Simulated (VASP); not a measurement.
Calculation: LDA (Ceperley-Alder, Perdew-Zunger), VASP's LDA PAW potentials (set 64) (plane waves; VASP 6.6.1).

VASP input:

INCAR:
```
LEPSILON = .TRUE.
ENCUT = 520   # plane-wave cut-off (eV)
EDIFF = 1E-8
PREC = Accurate
ALGO = Normal   # blocked Davidson
ISMEAR = 0
LCHARG = .FALSE.
NELM = 100   # most electronic steps
LREAL = .FALSE.
SYSTEM = BaTiO3
LASPH = .TRUE.   # aspherical one-centre terms
SIGMA = 0.01
LMAXMIX = 4   # l cut-off of mixed one-centre charges
LWAVE = .FALSE.
```

File POSCAR:
```
BaTiO3
7.9052410
  0.5000000307   0.0000000000   0.0000000000
  0.0000000000   0.5000000307   0.0000000000
  0.0000000000   0.0000000000   0.5000000307
Ba Ti O
1 1 3
Cartesian
  0.0000000000   0.0000000000   0.0000000000
  0.2500000153   0.2500000153   0.2500000153
  0.2500000153   0.0000000000   0.2500000153
  0.0000000000   0.2500000153   0.2500000153
  0.2500000153   0.2500000153   0.0000000000
```

**KPOINTS**
```
Regular mesh
0
gamma
6 6 6
0 0 0
```

POTCAR, in this order: Ba_sv Ti_sv O (LDA.64 set). Program: vasp_std.

Output

**OUTCAR**
```
 ion  position               nearest neighbor table
   1  0.000  0.000  0.000-   3 2.79   4 2.79   5 2.79   3 2.79   4 2.79   4 2.79   5 2.79   4 2.79
                             3 2.79   5 2.79   3 2.79   5 2.79   2 3.42   2 3.42   2 3.42   2 3.42
   2  0.500  0.500  0.500-   3 1.98   4 1.98   5 1.98   5 1.98   3 1.98   4 1.98   1 3.42   1 3.42
                             1 3.42   1 3.42   1 3.42   1 3.42   1 3.42   1 3.42
   3  0.500  0.000  0.500-   2 1.98   2 1.98   1 2.79   1 2.79   1 2.79   1 2.79
   4  0.000  0.500  0.500-   2 1.98   2 1.98   1 2.79   1 2.79   1 2.79   1 2.79
   5  0.500  0.500  0.000-   2 1.98   2 1.98   1 2.79   1 2.79   1 2.79   1 2.79
  LATTYP: Found a simple cubic cell.
 ALAT       =     3.9526207423
 Subroutine PRICEL returns:
 Original cell was already a primitive cell.
 Subroutine GETGRP returns: Found 48 space group operations
The static configuration has the point symmetry O_h .
The dynamic configuration has the point symmetry O_h .
 Subroutine INISYM returns: Found 48 space group operations
 Subroutine IBZKPT returns following result:
 Found     20 irreducible k-points:

 Following reciprocal coordinates:
            Coordinates               Weight
  0.000000  0.000000  0.000000      1.000000
  0.166667  0.000000  0.000000      6.000000
  0.333333  0.000000  0.000000      6.000000
  0.500000  0.000000  0.000000      3.000000
...
```

**OSZICAR**
```
...
RMM:  16    -0.103876080088E+01   -0.20907E-04   -0.68860E-05  3827   0.355E-03    0.639E-04
RMM:  17    -0.103878608049E+01   -0.25280E-04   -0.71689E-05  4080   0.317E-03    0.347E-04
RMM:  18    -0.103880027189E+01   -0.14191E-04   -0.70728E-05  3727   0.236E-03    0.764E-04
RMM:  19    -0.103880065958E+01   -0.38769E-06   -0.74567E-05  3888   0.169E-03    0.639E-04
RMM:  20    -0.103880088188E+01   -0.22230E-06   -0.69902E-05  3417   0.139E-03    0.516E-04
RMM:  21    -0.103880002368E+01    0.85820E-06   -0.74125E-05  3064   0.119E-03    0.375E-04
RMM:  22    -0.103880074568E+01   -0.72200E-06   -0.68448E-05  2029   0.990E-04    0.312E-04
RMM:  23    -0.103880223271E+01   -0.14870E-05   -0.72685E-05  1210   0.859E-04    0.288E-04
RMM:  24    -0.103880330527E+01   -0.10726E-05   -0.66743E-05  1583   0.779E-04    0.242E-04
RMM:  25    -0.103880878641E+01   -0.54811E-05   -0.71356E-05  3477   0.836E-04    0.357E-04
RMM:  26    -0.103880632937E+01    0.24570E-05   -0.64856E-05  3506   0.788E-04    0.153E-04
RMM:  27    -0.103880759627E+01   -0.12669E-05   -0.68782E-05  1171   0.588E-04    0.106E-04
RMM:  28    -0.103880780548E+01   -0.20921E-06   -0.61560E-05  2524   0.576E-04    0.236E-05
RMM:  29    -0.103880912579E+01   -0.13203E-05   -0.64051E-05   737   0.465E-04    0.409E-05
RMM:  30    -0.103880995449E+01   -0.82870E-06   -0.55989E-05  1244   0.426E-04    0.997E-05
RMM:  31    -0.103881134414E+01   -0.13896E-05   -0.55368E-05   600   0.358E-04    0.134E-04
RMM:  32    -0.103881251218E+01   -0.11680E-05   -0.45958E-05   534   0.303E-04    0.172E-04
RMM:  33    -0.103881346758E+01   -0.95540E-06   -0.41455E-05   514   0.253E-04    0.210E-04
RMM:  34    -0.103881416448E+01   -0.69690E-06   -0.31200E-05   469   0.204E-04    0.245E-04
RMM:  35    -0.103881460139E+01   -0.43690E-06   -0.24931E-05   484   0.161E-04    0.273E-04
RMM:  36    -0.103881490230E+01   -0.30092E-06   -0.16695E-05   436   0.124E-04    0.291E-04
RMM:  37    -0.103881491934E+01   -0.17031E-07   -0.11999E-05   543   0.100E-04    0.308E-04
RMM:  38    -0.103881498398E+01   -0.64648E-07   -0.75741E-06   414   0.798E-05    0.316E-04
 Linear response to external field, progress :
  Direction:   2
       N       E                     dE             d eps       ncg     rms          rms(c)
RMM:   1    -0.951757382829E+00   -0.95176E+00   -0.37210E+00  3207   0.973E+00
RMM:   2    -0.102933524728E+01   -0.77578E-01   -0.17938E-01  3703   0.200E+00    0.130E+00
RMM:   3    -0.101175206961E+01    0.17583E-01   -0.81139E-02  3521   0.147E+00    0.724E-01
RMM:   4    -0.102751930296E+01   -0.15767E-01   -0.50513E-02  3546   0.123E+00    0.169E-01
RMM:   5    -0.103566933394E+01   -0.81500E-02   -0.18301E-02  4032   0.509E-01    0.503E-02
RMM:   6    -0.103713019000E+01   -0.14609E-02   -0.48849E-03  4163   0.230E-01    0.371E-02
RMM:   7    -0.103786890047E+01   -0.73871E-03   -0.32220E-03  4082   0.115E-01    0.265E-02
RMM:   8    -0.103853970653E+01   -0.67081E-03   -0.13191E-03  3793   0.736E-02    0.563E-03
RMM:   9    -0.103856940011E+01   -0.29694E-04   -0.14312E-03  4140   0.408E-02    0.201E-03
RMM:  10    -0.103863978689E+01   -0.70387E-04   -0.71374E-04  4321   0.234E-02    0.192E-03
RMM:  11    -0.103872004205E+01   -0.80255E-04   -0.45348E-04  3987   0.159E-02    0.112E-03
RMM:  12    -0.103872783891E+01   -0.77969E-05   -0.30502E-04  4269   0.108E-02    0.382E-04
RMM:  13    -0.103874011353E+01   -0.12275E-04   -0.22106E-04  4270   0.729E-03    0.471E-04
RMM:  14    -0.103877184399E+01   -0.31730E-04   -0.12925E-04  3780   0.558E-03    0.220E-04
RMM:  15    -0.103876428500E+01    0.75590E-05   -0.87925E-05  4029   0.409E-03    0.517E-04
RMM:  16    -0.103875756565E+01    0.67193E-05   -0.45560E-05  3879   0.320E-03    0.103E-03
RMM:  17    -0.103877970752E+01   -0.22142E-04   -0.31072E-05  4008   0.292E-03    0.408E-04
RMM:  18    -0.103878497421E+01   -0.52667E-05   -0.19806E-05  3795   0.200E-03    0.337E-04
RMM:  19    -0.103878856538E+01   -0.35912E-05   -0.11055E-05  3357   0.154E-03    0.372E-04
RMM:  20    -0.103878776523E+01    0.80015E-06   -0.70586E-06  2636   0.126E-03    0.520E-04
RMM:  21    -0.103879647240E+01   -0.87072E-05   -0.10388E-06  3893   0.124E-03    0.291E-04
RMM:  22    -0.103880277584E+01   -0.63034E-05    0.14852E-06  3957   0.106E-03    0.859E-05
RMM:  23    -0.103880606708E+01   -0.32912E-05    0.30115E-06  2622   0.755E-04    0.624E-05
RMM:  24    -0.103880457447E+01    0.14926E-05    0.29384E-06  2491   0.677E-04    0.197E-04
RMM:  25    -0.103880602278E+01   -0.14483E-05    0.35763E-06  1067   0.547E-04    0.245E-04
RMM:  26    -0.103880759162E+01   -0.15688E-05    0.21077E-06   803   0.472E-04    0.255E-04
RMM:  27    -0.103880997050E+01   -0.23789E-05    0.20598E-06   965   0.429E-04    0.266E-04
RMM:  28    -0.103881509779E+01   -0.51273E-05    0.13869E-06  3536   0.539E-04    0.116E-04
RMM:  29    -0.103881826711E+01   -0.31693E-05    0.27266E-06  2723   0.393E-04    0.661E-05
RMM:  30    -0.103882119006E+01   -0.29230E-05    0.21904E-06  2860   0.355E-04    0.104E-05
RMM:  31    -0.103882234551E+01   -0.11554E-05    0.44574E-06   680   0.223E-04    0.345E-05
RMM:  32    -0.103882335844E+01   -0.10129E-05    0.31612E-06   905   0.184E-04    0.506E-05
RMM:  33    -0.103882320863E+01    0.14981E-06    0.47263E-06   581   0.132E-04    0.954E-05
RMM:  34    -0.103882366006E+01   -0.45143E-06    0.25652E-06   415   0.969E-05    0.102E-04
RMM:  35    -0.103882446631E+01   -0.80625E-06    0.25665E-06  1277   0.100E-04    0.800E-05
RMM:  36    -0.103882427074E+01    0.19557E-06    0.14275E-06   466   0.687E-05    0.880E-05
 Linear response to external field, progress :
  Direction:   3
       N       E                     dE             d eps       ncg     rms          rms(c)
RMM:   1    -0.951744049589E+00   -0.95174E+00   -0.37209E+00  3188   0.971E+00
RMM:   2    -0.102930933965E+01   -0.77565E-01   -0.18126E-01  3680   0.198E+00    0.130E+00
RMM:   3    -0.101171128678E+01    0.17598E-01   -0.81664E-02  3499   0.147E+00    0.725E-01
RMM:   4    -0.102757156594E+01   -0.15860E-01   -0.51412E-02  3525   0.123E+00    0.170E-01
RMM:   5    -0.103559371655E+01   -0.80222E-02   -0.17573E-02  3976   0.497E-01    0.490E-02
RMM:   6    -0.103718005481E+01   -0.15863E-02   -0.49005E-03  4152   0.224E-01    0.349E-02
RMM:   7    -0.103791968430E+01   -0.73963E-03   -0.32458E-03  4045   0.110E-01    0.243E-02
RMM:   8    -0.103851599463E+01   -0.59631E-03   -0.15202E-03  3768   0.695E-02    0.490E-03
RMM:   9    -0.103856678891E+01   -0.50794E-04   -0.65340E-04  4108   0.384E-02    0.218E-03
RMM:  10    -0.103866797776E+01   -0.10119E-03   -0.55682E-04  4299   0.217E-02    0.220E-03
RMM:  11    -0.103874729033E+01   -0.79313E-04   -0.14644E-04  3928   0.148E-02    0.127E-03
RMM:  12    -0.103876031157E+01   -0.13021E-04   -0.20392E-04  4193   0.101E-02    0.356E-04
RMM:  13    -0.103876585365E+01   -0.55421E-05   -0.13596E-04  4316   0.655E-03    0.431E-04
RMM:  14    -0.103879426299E+01   -0.28409E-04   -0.13282E-04  3793   0.497E-03    0.203E-04
RMM:  15    -0.103879178891E+01    0.24741E-05   -0.11523E-04  4157   0.333E-03    0.179E-04
RMM:  16    -0.103880907525E+01   -0.17286E-04   -0.10607E-04  3711   0.276E-03    0.285E-04
RMM:  17    -0.103880095597E+01    0.81193E-05   -0.10110E-04  3712   0.199E-03    0.183E-04
RMM:  18    -0.103880272115E+01   -0.17652E-05   -0.84389E-05  3117   0.138E-03    0.247E-04
RMM:  19    -0.103880308817E+01   -0.36702E-06   -0.80736E-05  2210   0.101E-03    0.338E-04
RMM:  20    -0.103880494943E+01   -0.18613E-05   -0.67259E-05  2370   0.793E-04    0.354E-04
RMM:  21    -0.103880316262E+01    0.17868E-05   -0.59191E-05  2616   0.639E-04    0.497E-04
RMM:  22    -0.103880122850E+01    0.19341E-05   -0.51071E-05  3190   0.537E-04    0.645E-04
RMM:  23    -0.103880094078E+01    0.28771E-06   -0.39306E-05  1761   0.359E-04    0.709E-04
RMM:  24    -0.103880247808E+01   -0.15373E-05   -0.34728E-05  1501   0.283E-04    0.690E-04
RMM:  25    -0.103880258752E+01   -0.10944E-06   -0.25382E-05   743   0.210E-04    0.721E-04
```

### OUTCAR
```
------------------------ aborting loop because EDIFF is reached ----------------------------------------

 HEAD OF MICROSCOPIC STATIC DIELECTRIC TENSOR (INDEPENDENT PARTICLE, excluding Hartree and local field effects)
 ------------------------------------------------------
           7.106886     0.000000     0.000000
          -0.000000     7.106886     0.000000
           0.000000    -0.000000     7.106886
 ------------------------------------------------------

 MACROSCOPIC STATIC DIELECTRIC TENSOR (including local field effects in DFT)
 ------------------------------------------------------
           6.866502     0.000000     0.000000
           0.000000     6.866502     0.000000
          -0.000000     0.000000     6.866502
 ------------------------------------------------------

 PIEZOELECTRIC TENSOR (including local field effects)  for field in x, y, z        (e  Angst)
          XX          YY          ZZ          XY          YZ          ZX
  --------------------------------------------------------------------------------
  x     0.00000     0.00000     0.00000     0.00000     0.00000     0.00000
  y     0.00000     0.00000     0.00000     0.00000     0.00000     0.00000
  z     0.00000     0.00000     0.00000     0.00000     0.00000     0.00000

 PIEZOELECTRIC TENSOR (including local field effects)  for field in x, y, z        (C/m^2)
          XX          YY          ZZ          XY          YZ          ZX
  --------------------------------------------------------------------------------
  x     0.00000     0.00000     0.00000     0.00000     0.00000     0.00000
  y     0.00000     0.00000     0.00000     0.00000     0.00000     0.00000
  z     0.00000     0.00000     0.00000     0.00000     0.00000     0.00000

 BORN EFFECTIVE CHARGES (including local field effects) (in |e|, cummulative output)
 ---------------------------------------------------------------------------------
 ion    1
    1     2.75946    -0.00000     0.00000
    2    -0.00000     2.75946     0.00000
    3    -0.00000    -0.00000     2.75946
 ion    2
    1     7.46201    -0.00000    -0.00000
    2     0.00000     7.46201    -0.00000
    3    -0.00000     0.00000     7.46201
 ion    3
    1    -2.17547     0.00000     0.00000
    2    -0.00000    -5.87052     0.00000
    3     0.00000    -0.00000    -2.17547
 ion    4
    1    -5.87052    -0.00000    -0.00000
    2    -0.00000    -2.17547     0.00000
    3    -0.00000     0.00000    -2.17547
 ion    5
    1    -2.17547     0.00000     0.00000
    2     0.00000    -2.17547    -0.00000
    3     0.00000     0.00000    -5.87052
```
(Selected blocks of OUTCAR.)

The dielectric response may not be converged in the k-mesh; for small gaps it tends to come out too large.

The compound is BaTiO3 in the cubic perovskite structure, the ideal cubic form; the compound distorts at low or room temperature. It was relaxed first.
